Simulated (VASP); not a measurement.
These are PBE GGA, VASP's PBE PAW potentials (set 64) (plane waves; VASP) values and carry that method's errors.

The input files of a VASP run:

**INCAR**
```
ISMEAR  =  0
GGA  =  PE   # PBE
KGAMMA  =  .TRUE.
LWAVE  =  .FALSE.
SIGMA  =  0.05
EDIFF  =  1E-6   # SCF stop (eV)
ISIF  =  2
ALGO  =  Normal
SYSTEM  =  PW
LCHARG  =  .FALSE.
PREC  =  Accurate
LREAL  =  .FALSE.
NELM  =  100
LASPH  =  .TRUE.   # aspherical one-centre terms
ENCUT  =  400
LMAXMIX  =  6   # l cut-off of mixed one-centre charges
KSPACING  =  0.2
```

File POSCAR:
```
PW
1
    1.9171090000    -5.0660280000     0.0000000000
    1.9171090000     5.0660280000     0.0000000000
    0.0000000000     0.0000000000     3.7780850000
P W
2 2
Direct
  0.5640000000   0.4360000000   0.2500000000
  0.4360000000   0.5640000000   0.7500000000
  0.8547500000   0.1452500000   0.2500000000
  0.1452500000   0.8547500000   0.7500000000
```

POTCAR, in this order: P W_sv (PBE.64 set). Program: vasp_std.

The run wrote:

OSZICAR:
```
       N       E                     dE             d eps       ncg     rms          rms(c)
DAV:   1     0.319467645606E+03    0.31947E+03   -0.19503E+04  6446   0.141E+03
DAV:   2    -0.171246402043E+02   -0.33659E+03   -0.33235E+03  6393   0.422E+02
DAV:   3    -0.337502643321E+02   -0.16626E+02   -0.16272E+02  7839   0.816E+01
DAV:   4    -0.342091746804E+02   -0.45891E+00   -0.45350E+00  7183   0.126E+01
DAV:   5    -0.342262211235E+02   -0.17046E-01   -0.16935E-01  8028   0.201E+00    0.185E+01
DAV:   6    -0.318957616266E+02    0.23305E+01   -0.27467E+01  7412   0.239E+01    0.556E+00
DAV:   7    -0.315451360831E+02    0.35063E+00   -0.32124E+00  7052   0.754E+00    0.392E+00
DAV:   8    -0.315118314076E+02    0.33305E-01   -0.24994E-01  7188   0.277E+00    0.508E-01
DAV:   9    -0.315097110773E+02    0.21203E-02   -0.20139E-02  8813   0.638E-01    0.221E-01
DAV:  10    -0.315096673730E+02    0.43704E-04   -0.13430E-03  7195   0.314E-01    0.739E-02
DAV:  11    -0.315097031376E+02   -0.35765E-04   -0.11232E-04  8513   0.810E-02    0.171E-02
DAV:  12    -0.315097023684E+02    0.76917E-06   -0.10793E-05  6217   0.191E-02    0.645E-03
DAV:  13    -0.315097016988E+02    0.66963E-06   -0.23156E-06  5630   0.842E-03
   1 F= -.31509702E+02 E0= -.31506651E+02  d E =-.610172E-02
```

**OUTCAR**
```
------------------------ aborting loop because EDIFF is reached ----------------------------------------
  FORCE on cell =-STRESS in cart. coord.  units (eV):
  Direction    XX          YY          ZZ          XY          YZ          ZX
  --------------------------------------------------------------------------------------
  Total      -16.3138975    -14.0392540     -8.5969661      0.0000000     -0.0000000      0.0000000
  in kB     -356.1657881   -306.5056626   -187.6893727      0.0000000     -0.0000000      0.0000000
  external PRESSURE =    -283.4536078 kB  Pullay stress =       0.0000000 kB
  volume of cell :       73.39
      direct lattice vectors                 reciprocal lattice vectors
     1.917109000 -5.066028000  0.000000000     0.260809375 -0.098696651  0.000000000
     1.917109000  5.066028000  0.000000000     0.260809375  0.098696651  0.000000000
     0.000000000  0.000000000  3.778085000     0.000000000  0.000000000  0.264684357
 POSITION                                       TOTAL-FORCE (eV/Angst)
 -----------------------------------------------------------------------------------
      1.91711     -0.64845      0.94452         0.000000     -2.658113      0.000000
      1.91711      0.64845      2.83356         0.000000      2.658113      0.000000
      1.91711     -3.59435      0.94452         0.000000     -0.398203      0.000000
      1.91711      3.59435      2.83356         0.000000      0.398203      0.000000
 -----------------------------------------------------------------------------------
    total drift:                                0.000000     -0.000000     -0.000000
  FREE ENERGIE OF THE ION-ELECTRON SYSTEM (eV)
  ---------------------------------------------------
  free  energy   TOTEN  =       -31.5097016988 eV

  energy  without entropy=      -31.5035999823  energy(sigma->0) =      -31.50665084
```
(Selected blocks of OUTCAR.)

The structure was generated: PW was put into the CrB type (Cmcm), which need not be its known phase. The cell was not relaxed at this level. The run is one of a series of settings (KGAMMA = .TRUE., KSPACING = 0.2, KPOINTS file removed against the base run), some of them coarse on purpose.
